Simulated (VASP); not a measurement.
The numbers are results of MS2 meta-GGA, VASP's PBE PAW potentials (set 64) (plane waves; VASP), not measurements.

VASP ran on this input.

**KPOINTS**
```
Automatic mesh
0
Gamma
8 8 8
0 0 0
```

File POSCAR:
```
Si
1
    0.0000000000     2.7145483099     2.7145483099
    2.7145483099     0.0000000000     2.7145483099
    2.7145483099     2.7145483099     0.0000000000
Si
2
Direct
  0.0000000000   0.0000000000   0.0000000000
  0.2500000000   0.2500000000   0.2500000000
```

### INCAR
```
SYSTEM = Si
PREC = Accurate
ENCUT = 520
EDIFF = 1E-7
NELM = 100
ALGO = Normal
LREAL = .FALSE.
LASPH = .TRUE.
ISMEAR = 0
SIGMA = 0.05
METAGGA = MS2
LMIXTAU = .TRUE.
LWAVE = .FALSE.
LCHARG = .FALSE.
ISIF = 2
```

POTCAR, in this order: Si (PBE.64 set). Program: vasp_std.

The resulting files:

OSZICAR:
```
       N       E                     dE             d eps       ncg     rms          rms(c)
DAV:   1    -0.106431090974E+02   -0.10643E+02   -0.30570E+03   464   0.708E+02
DAV:   2    -0.264951460539E+02   -0.15852E+02   -0.15340E+02   712   0.773E+01
DAV:   3    -0.266641464226E+02   -0.16900E+00   -0.16253E+00   552   0.965E+00
DAV:   4    -0.266645775594E+02   -0.43114E-03   -0.43114E-03   704   0.533E-01
DAV:   5    -0.266645782096E+02   -0.65016E-06   -0.64970E-06   584   0.120E-02    0.839E+00
DAV:   6    -0.192810422222E+02    0.73835E+01   -0.29721E+00   496   0.133E+01    0.450E+00
DAV:   7    -0.193216070182E+02   -0.40565E-01   -0.41345E-01   480   0.663E+00    0.218E+00
DAV:   8    -0.194820866213E+02   -0.16048E+00   -0.12936E-01   480   0.544E+00    0.242E-01
DAV:   9    -0.192784627856E+02    0.20362E+00   -0.15390E-01   472   0.576E+00    0.119E-01
DAV:  10    -0.194541445202E+02   -0.17568E+00   -0.67084E-02   464   0.359E+00    0.933E-02
DAV:  11    -0.194853030288E+02   -0.31159E-01   -0.14307E-02   528   0.191E+00    0.588E-02
DAV:  12    -0.194872682695E+02   -0.19652E-02   -0.54771E-03   480   0.119E+00    0.204E-02
DAV:  13    -0.194876913458E+02   -0.42308E-03   -0.12598E-03   496   0.501E-01    0.145E-02
DAV:  14    -0.194876684832E+02    0.22863E-04   -0.11260E-05   704   0.440E-02    0.127E-02
DAV:  15    -0.194876699515E+02   -0.14683E-05   -0.25102E-05   496   0.735E-02    0.609E-03
DAV:  16    -0.194876642331E+02    0.57184E-05   -0.24354E-06   536   0.197E-02    0.387E-03
DAV:  17    -0.194876633484E+02    0.88465E-06   -0.25624E-06   512   0.257E-02    0.222E-03
DAV:  18    -0.194876610662E+02    0.22822E-05   -0.10515E-06   568   0.143E-02    0.113E-03
DAV:  19    -0.194876615721E+02   -0.50591E-06   -0.73949E-08   528   0.412E-03    0.569E-04
DAV:  20    -0.194876610359E+02    0.53621E-06   -0.93537E-08   536   0.399E-03    0.154E-04
DAV:  21    -0.194876610680E+02   -0.32128E-07   -0.71202E-09   320   0.117E-03
   1 F= -.19487661E+02 E0= -.19487661E+02  d E =-.101178E-13
```

File OUTCAR:
```
------------------------ aborting loop because EDIFF is reached ----------------------------------------
  FORCE on cell =-STRESS in cart. coord.  units (eV):
  Direction    XX          YY          ZZ          XY          YZ          ZX
  --------------------------------------------------------------------------------------
  Total        0.0011182      0.0011182      0.0011182      0.0000000      0.0000000      0.0000000
  in kB        0.0447830      0.0447830      0.0447830      0.0000000      0.0000000      0.0000000
  external PRESSURE =       0.0447830 kB  Pullay stress =       0.0000000 kB
  volume of cell :       40.01
      direct lattice vectors                 reciprocal lattice vectors
     0.000000000  2.714548310  2.714548310    -0.184192706  0.184192706  0.184192706
     2.714548310  0.000000000  2.714548310     0.184192706 -0.184192706  0.184192706
     2.714548310  2.714548310  0.000000000     0.184192706  0.184192706 -0.184192706
 POSITION                                       TOTAL-FORCE (eV/Angst)
 -----------------------------------------------------------------------------------
      0.00000      0.00000      0.00000         0.000000     -0.000000      0.000000
      1.35727      1.35727      1.35727        -0.000000      0.000000     -0.000000
 -----------------------------------------------------------------------------------
    total drift:                               -0.000000     -0.000000     -0.000000
  FREE ENERGIE OF THE ION-ELECTRON SYSTEM (eV)
  ---------------------------------------------------
  free  energy   TOTEN  =       -19.4876610680 eV

  energy  without entropy=      -19.4876610680  energy(sigma->0) =      -19.48766107
```
(Selected blocks of OUTCAR.)

**OUTCAR**
```
 val. band max:        5.5232818054   @ k =   0.0000   0.0000   0.0000

 cond. band min:       6.6185963565   @ k =   0.3750   0.3750   0.0000


 Fermi energy:         5.7657505146

 k-point     1 :       0.0000    0.0000    0.0000
  band No.  band energies     occupation
      1      -6.6348      2.00000
      2       5.5233      2.00000
      3       5.5233      2.00000
      4       5.5233      2.00000
      5       8.7689      0.00000
      6       8.7689      0.00000
      7       8.7689      0.00000
      8      10.0878      0.00000

 k-point     2 :       0.1250    0.0000    0.0000
  band No.  band energies     occupation
      1      -6.4238      2.00000
      2       4.0421      2.00000
      3       5.2692      2.00000
      4       5.2692      2.00000
      5       8.7185      0.00000
      6       9.1732      0.00000
      7       9.1732      0.00000
      8      11.2432      0.00000

 k-point     3 :       0.2500    0.0000    0.0000
  band No.  band energies     occupation
      1      -5.8088      2.00000
      2       1.6981      2.00000
      3       4.8250      2.00000
      4       4.8250      2.00000
      5       8.2335      0.00000
      6       9.6843      0.00000
      7       9.6843      0.00000
      8      13.3379      0.00000

 k-point     4 :       0.3750    0.0000    0.0000
  band No.  band energies     occupation
      1      -4.8897      2.00000
      2      -0.3719      2.00000
      3       4.5022      2.00000
      4       4.5022      2.00000
      5       7.8534      0.00000
      6       9.6102      0.00000
      7       9.6102      0.00000
      8      13.9039      0.00000

 k-point     5 :       0.5000    0.0000    0.0000
  band No.  band energies     occupation
      1      -4.2408      2.00000
      2      -1.4159      2.00000
      3       4.3898      2.00000
      4       4.3898      2.00000
      5       7.7202      0.00000
      6       9.4896      0.00000
      7       9.4896      0.00000
...
```

The compound is Si in the diamond structure. It was relaxed first.
